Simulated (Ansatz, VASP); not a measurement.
# Bi (bismuthene 3 layers, AB): VASP beside Ansatz

Aim: how closely do two programs agree when they are given the same cell, functional and k mesh?

Calculated with Ansatz 0.2.0; plane waves, with VASP 6.6.1 beside it; band structure at PBE.

## (1) The starting structure

The cell holds 6 atoms: 6 Bi. Cell: a = 4.438 Å, b = 4.438 Å, c = 29.220 Å, α = 90.0°, β = 90.0°, γ = 120.0°. Vacuum lies along c.

## (2) Ansatz: band structure, PBE

Ansatz runs on its default PAW (the set named soft_2) files.

The same path points are solved in both programs, so levels can be compared one by one.

input.yaml reads:

```yaml
crystal:
  lattice:
    - [4.4375250886, 0.0, 0.0]
    - [-2.2187625443, 3.8430094566, 0.0]
    - [0.0, 0.0, 29.22]
  atoms:
    - { symbol: Bi, position: [0.6666666667, 0.3333333333, 0.3114180764] }
    - { symbol: Bi, position: [0.3333333333, 0.6666666667, 0.3692486924] }
    - { symbol: Bi, position: [0.0, 0.0, 0.4585147985] }
    - { symbol: Bi, position: [0.6666666667, 0.3333333333, 0.5163225374] }
    - { symbol: Bi, position: [0.6666666667, 0.3333333333, 0.6433459438] }
    - { symbol: Bi, position: [0.3333333333, 0.6666666667, 0.7011499515] }
hamiltonian:
  xc: pbe
  pseudopotentials: { kind: paw }
kpoints:
  mp_grid: { grid: [12, 12, 1] }
  band_path:
    path:
      - [0.0, 0.0, 0.0]
      - [0.03846, 0.0, 0.0]
      - [0.07692, 0.0, 0.0]
      - [0.15385, 0.0, 0.0]
      - [0.19231, 0.0, 0.0]
      - [0.26923, 0.0, 0.0]
      - [0.30769, 0.0, 0.0]
      - [0.34615, 0.0, 0.0]
      - [0.42308, 0.0, 0.0]
      - [0.46154, 0.0, 0.0]
      - [0.5, 0.0, 0.0]
      - [0.48718, 0.02564, 0.0]
      - [0.47436, 0.05128, 0.0]
      - [0.44872, 0.10256, 0.0]
      - [0.4359, 0.12821, 0.0]
      - [0.41026, 0.17949, 0.0]
      - [0.39744, 0.20513, 0.0]
      - [0.37179, 0.25641, 0.0]
      - [0.35897, 0.28205, 0.0]
      - [0.34615, 0.30769, 0.0]
      - [0.33333, 0.33333, 0.0]
      - [0.30769, 0.30769, 0.0]
      - [0.25641, 0.25641, 0.0]
      - [0.23077, 0.23077, 0.0]
      - [0.20513, 0.20513, 0.0]
      - [0.15385, 0.15385, 0.0]
      - [0.12821, 0.12821, 0.0]
      - [0.07692, 0.07692, 0.0]
      - [0.05128, 0.05128, 0.0]
      - [0.0, 0.0, 0.0]
    npoints: 1
scf:
  occupations: { method: fermi_dirac, width: 0.05 }
  n_extra_bands: 9
efield:
  axis: 3
  dipole_correction: true
  ramp_width: 0.04
output:
  forces: true
  eigenvalues: true
  write_density: true
  write_potential: true
  elf: true
  volumetric_format: npy
```

Run with:

```console
ansatz run input.yaml --threads 4 --pin off --max-ram 9216MiB --backend cpu --events-out ev --progress --plain --runs-dir out
```

Numbers of over 12 decimals in the logs are rounded to 6 here.

The log of the run:

```text
scf.n_extra_bands = 9 over 45 filled bands (N_el = 90.0): the run solves 54 bands
Engine: ansatz 0.2.0, aarch64-unknown-linux-gnu
Pseudopotentials: kind: paw
Pseudopotential: Bi, paw, valence charge 15, recommended cutoff 420 eV (normal), Bi.paw.azcp
Functional definition: PBE
  parameter kappa = 0.804
  parameter beta = 0.066725
  exchange = pbe_x(kappa = kappa, mu = beta*pi^2/3)
  correlation = pbe_c(beta = beta)
Crystal: 6 atoms, lattice volume = 498.302 Å³
Basis set: ecut = 420 eV, 9823 PW (Γ), exchange–correlation on 60×60×400 points (8 copies of the dense FFT grid, shifted against one another)
Bands: 54, of which v1, the nominal top of the filled ones, is band 45 counted from 1 (44 counted from 0)
Symmetry: 6 space group operations
Space group: P3m1 (ITA 156), of the structure as read, at distance tolerance 7.9e-5 Å
k-points: 19 of 144 (time reversal used)
Non-local potential: Bi, projectors of the file, l = 0: 2, l = 1: 2, l = 2: 2, l = 3: 2
PAW form: soft (Blöchl's): semilocal exchange-correlation on the pseudo side does not see the compensation charge
PAW one-centre angular grid: Bi, 590 points (default); XC on 64 Gauss nodes
Initial density: superposition of atomic densities (neutral atoms: chi_scale 0, normalization atom), corrected by the library's trained network
Initial wavefunctions: pseudopotential atomic-orbital guess
Functional: x = pbe(κ = 0.804, μ = 0.219515), c = pbe(β = 0.066725)
SCF iter   1: F=—  HF=-74378.848651 eV  |F-HF|=—  |Δ(HF+E_count)|=         —  Δρ=1.18e-3  dr2=8.18e-2  ethr=1.77e-3  p=-0.001 e·Å  D=-5.09e-4 V/Å  ΔV_dip=0.01 eV  dr2_dipole=1.45e-4  V_vac-E_F(+/−)=4.03/4.02 eV  ⟨swp⟩=9.9  Hψ=4510  notcnv=0  defer=1
efield: sawtooth ramp at fractional position 0.9863 (placed from the atoms, in the widest stretch of the axis that holds none; the zero of the levels goes with the place), width 0.0400; the density the first Hamiltonian is built on has a dipole p = -0.001 e·Å; the dipole correction subtracts the counter field D = -5.09e-4 V/Å, which shifts the + side's vacuum level by +0.01 eV against the − side's; the planar-averaged density in the ramp window peaks in size at 1.0e-5 e/Å³
preconditioner: auto → LDOS  [metal: Δε(μ)=0.069 eV  Ē_g=7.621 eV  σ=0.050 eV  W_gap=0.33  n_scr=84 (ndim 8)  ℏωp=9.1 eV  f_vac=0.498  D(μ)=1.03/eV (n_scr^D=4)  β→1.0]
SCF iter   2: F=—  HF=-74378.863541 eV  |F-HF|=—  |Δ(HF+E_count)|=   1.49e-2  Δρ=1.78e-3  dr2=2.18e-1  ethr=9.09e-5  p=-0.002 e·Å  D=-8.23e-4 V/Å  ΔV_dip=0.02 eV  dr2_dipole=2.95e-3  V_vac-E_F(+/−)=3.72/3.70 eV  ⟨swp⟩=3.0  Hψ=2284  notcnv=0  defer=35
SCF iter   3: F=—  HF=-74378.847490 eV  |F-HF|=—  |Δ(HF+E_count)|=   1.61e-2  Δρ=6.92e-4  dr2=2.69e-2  ethr=9.09e-5  p=-0.001 e·Å  D=-4.97e-4 V/Å  ΔV_dip=0.01 eV  dr2_dipole=1.13e-3  V_vac-E_F(+/−)=3.86/3.84 eV  ⟨swp⟩=3.6  Hψ=1993  notcnv=0  defer=35
SCF iter   4: F=—  HF=-74378.844774 eV  |F-HF|=—  |Δ(HF+E_count)|=   2.72e-3  Δρ=1.84e-4  dr2=1.31e-3  ethr=2.99e-5  p=0.003 e·Å  D=1.05e-3 V/Å  ΔV_dip=-0.03 eV  dr2_dipole=7.26e-5  V_vac-E_F(+/−)=3.80/3.83 eV  ⟨swp⟩=2.0  Hψ=1174  notcnv=0  defer=35
SCF iter   5: F=—  HF=-74378.844642 eV  |F-HF|=—  |Δ(HF+E_count)|=   1.32e-4  Δρ=7.44e-5  dr2=2.02e-4  ethr=1.46e-6  p=0.001 e·Å  D=4.79e-4 V/Å  ΔV_dip=-0.01 eV  dr2_dipole=2.16e-5  V_vac-E_F(+/−)=3.81/3.82 eV  ⟨swp⟩=2.0  Hψ=1150  notcnv=0  defer=35
SCF iter   6: F=—  HF=-74378.844620 eV  |F-HF|=—  |Δ(HF+E_count)|=   2.27e-5  Δρ=2.01e-5  dr2=8.80e-6  ethr=2.24e-7  p=0.002 e·Å  D=7.18e-4 V/Å  ΔV_dip=-0.02 eV  dr2_dipole=5.25e-6  V_vac-E_F(+/−)=3.80/3.82 eV  ⟨swp⟩=2.0  Hψ=1111  notcnv=0  defer=35
SCF iter   7: F=—  HF=-74378.844768 eV  |F-HF|=—  |Δ(HF+E_count)|=   1.49e-4  Δρ=6.57e-6  dr2=7.47e-7  ethr=9.78e-9  p=0.002 e·Å  D=8.35e-4 V/Å  ΔV_dip=-0.02 eV  dr2_dipole=1.27e-9  V_vac-E_F(+/−)=3.80/3.82 eV  ⟨swp⟩=2.0  Hψ=1268  notcnv=0  defer=35
SCF iter   8: F=-74378.844769 eV  HF=-74378.844769 eV  |F-HF|=4.85e-8  |Δ(HF+E_count)|=   2.08e-7  Δρ=2.44e-6  dr2=4.78e-8  ethr=1.11e-10  p=0.002 e·Å  D=8.49e-4 V/Å  ΔV_dip=-0.02 eV  dr2_dipole=2.33e-8  V_vac-E_F(+/−)=3.80/3.82 eV  ⟨swp⟩=17.3  Hψ=9218  notcnv=0
SCF 1 converged in 8 iterations: F = -74378.844769 eV  dr2 = 4.78e-8
  greatest PAW one-centre occupation: 0.987 electrons in one spin orbital (limit 2), on the Bi atom at site 2 (counted from 0), in its partial waves of l = 2
NSCF: frozen V_eff on 30 k-points
efield: sawtooth ramp at fractional position 0.9863 (kept from the solve that this one continues, or follows in the run), width 0.0400; the density the first Hamiltonian is built on has a dipole p = 0.002 e·Å; the dipole correction subtracts the counter field D = 8.49e-4 V/Å, which shifts the + side's vacuum level by -0.02 eV against the − side's; the planar-averaged density in the ramp window peaks in size at 5.0e-7 e/Å³
WARN: The input density's exchange-correlation potential varies sharply where the density is thin. Do not read a vacuum level from v_tot or v_xc, or from such a field of the output density. On a cell that repeats whose density bears no net charge and no dipole along the vacuum's axis use v_es (v_loc + v_h of the components); under efield.dipole_correction with no amplitude use v_es + v_field, which holds any external [...]
SCF converged after 8 iterations
Free energy (F): -74378.844769 eV
Harris-Foulkes:  -74378.844769 eV  (|F-HF|=4.85e-8)
Internal energy: -74378.836774 eV  (E = F + TS)
E sigma→0 (E₀):  -74378.840771 eV
Entropy (-TS):   -0.007994 eV (-1.332 meV/atom)
Fermi energy:    2.029147 eV
Dipole field:    D = 0.000979 V/Å  (p = 0.002695 e·Å, saw-weighted, corrected)
Work function:   Φ+ = 3.7975 eV   Φ− = 3.8261 eV
Levels:          The Fermi level and band energies are counted from a zero that moves with the ramp; work functions are not
--- Per-component energies (eV) ---
  E_band       = -1355.650343
  E_kinetic    = 1811.921176
  E_local      = -66496.718075  (includes V_loc(G=0)·N_el)
  E_nonlocal   = 3355.596121
  E_hartree    = 31275.423174
  E_xc         = -904.109086
  E_vxc        = -860.616598  (∫ρ·V_xc dr)
  E_paw        = -63979.394497  (= ΣΔE_a)
  E_vpaw       = -1716.688730  (= ΣTr[D̂ρ^β])
  E_aug_tail   = -0.002621  (compensation charges beyond the density's cutoff)
  E_efield     = 0.000001  (sawtooth field / dipole correction)
  E_vefield    = 0.016176  (∫n·V_field dr)
  E_ewald      = 20558.447033
  E_smearing   = -0.007994  (= −TS)
  E_closure    = -0.000000  (closes the sum)
  Σ components = -74378.844769   (vs F -74378.844769, Δ=0.00e0)
--- Forces (eV/Å), atoms counted from 1 ---
  atom   1  Bi     0.00000000    -0.00000000     0.03933058
  atom   2  Bi     0.00000000     0.00000000    -0.06509005
  atom   3  Bi     0.00000000    -0.00000000     0.03867710
  atom   4  Bi     0.00000000     0.00000000    -0.05355006
  atom   5  Bi     0.00000000     0.00000000     0.06596195
  atom   6  Bi     0.00000000     0.00000000    -0.02534538
  max |Σ_I F_I| component: 1.59e-5 eV/Å
--- Band table (eV; the first three rows and the last of 19) ---
  k-point 0: bands = [... 41 lower, 1.3770, 1.4856, 1.4856, 1.5832, 1.7071, 2.8525, 3.4923, 3.4923, ... 5 higher]
  k-point 1: bands = [... 41 lower, 1.2490, 1.3334, 1.3916, 1.9893, 2.3729, 2.8556, 3.2869, 3.6044, ... 5 higher]
  k-point 2: bands = [... 41 lower, 0.9436, 1.1381, 1.1609, 1.6481, 2.5482, 2.8648, 3.4796, 3.7970, ... 5 higher]
  k-point 18: bands = [... 41 lower, -0.3563, -0.2472, -0.1741, 0.3875, 2.8245, 2.9728, 3.3005, 3.6596, ... 5 higher]
```

Run time: 22 s. Hardware: 4 threads of Arm Neoverse V2, shared host; peak memory 1.3 GiB.

The column dr2 measures how far the density is from self-consistency, as an energy; F and HF (Harris–Foulkes) agree once it is small.

[end of part 1 of 2]

[Lines on the potential files, build, host, timing and source positions are cut from VASP's logs without a mark.]

[Logs are printed without paths, hosts, clocks, repeated set-up lines and the standing remarks that a program may print on its own settings, such as how far it seeks lower states.]

[Hosts, paths, dates, database ids (printed as entryN), source tags and the programs' standing remarks are cut or masked in the printed files.]
